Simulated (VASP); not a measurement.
Calculation: r2SCAN meta-GGA, VASP's PBE PAW potentials (set 64) (plane waves; VASP 6.6.1).

A VASP calculation is set up with these files.

### INCAR
```
ALGO=Normal
EDIFF=1E-7
ENCUT=400
ISIF=2
ISMEAR=-5
LASPH=.TRUE.
LCHARG=.FALSE.
LMAXMIX=4
LMIXTAU=.TRUE.
LORBIT=11
LREAL=.FALSE.
LWAVE=.FALSE.
METAGGA=R2SCAN
NEDOS=601
NELM=100
PREC=Accurate
SYSTEM=Ge
```

**POSCAR**
```
Ge
1
   -1.6685900440     1.6685900440     1.6685900440
    1.6685900440    -1.6685900440     1.6685900440
    1.6685900440     1.6685900440    -1.6685900440
Ge
1
Direct
  0.0000000000   0.0000000000   0.0000000000
```

KPOINTS:
```
kpoints
0
Gamma
  17 17 17
```

**KPOINTS_OPT**
```
k-points along high-symmetry lines
10
Line-mode
Reciprocal
  0.000000   0.000000   0.000000 ! GAMMA
  0.500000  -0.500000   0.500000 ! H

  0.500000  -0.500000   0.500000 ! H
  0.000000   0.000000   0.500000 ! N

  0.000000   0.000000   0.500000 ! N
  0.000000   0.000000   0.000000 ! GAMMA

  0.000000   0.000000   0.000000 ! GAMMA
  0.250000   0.250000   0.250000 ! P

  0.250000   0.250000   0.250000 ! P
  0.500000  -0.500000   0.500000 ! H

  0.250000   0.250000   0.250000 ! P
  0.000000   0.000000   0.500000 ! N
```

POTCAR, in this order: Ge_d (PBE.64 set). Program: vasp_std.

Question: What does the run give for the energy per atom (σ→0), band gap (over mesh and band path)?

Answer: 
```yaml
energy per atom (σ→0): -13.292 eV/atom
band gap (over mesh and band path): none (metal, semimetal or under 0.01 eV)
```

OSZICAR:
```
...
DAV:  20    -0.132917676332E+02    0.39731E-06   -0.92454E-09  1839   0.117E-03    0.361E-03
DAV:  21    -0.132917665706E+02    0.10626E-05   -0.49742E-08  1842   0.469E-03    0.173E-03
DAV:  22    -0.132917658814E+02    0.68927E-06   -0.15768E-08  1851   0.282E-03    0.820E-04
DAV:  23    -0.132917656258E+02    0.25560E-06   -0.96927E-09  1842   0.237E-03    0.302E-04
DAV:  24    -0.132917654507E+02    0.17509E-06   -0.25720E-09  1842   0.109E-03    0.703E-05
DAV:  25    -0.132917654186E+02    0.32071E-07   -0.57382E-10  1842   0.380E-04
   1 F= -.13291765E+02 E0= -.13291765E+02  d E =0.000000E+00
       N       E                     dE             ncg
```

The structure was generated: Ge was put into the bcc type (Im-3m), which need not be its known phase. It was relaxed first, which changed the volume by -5 %.
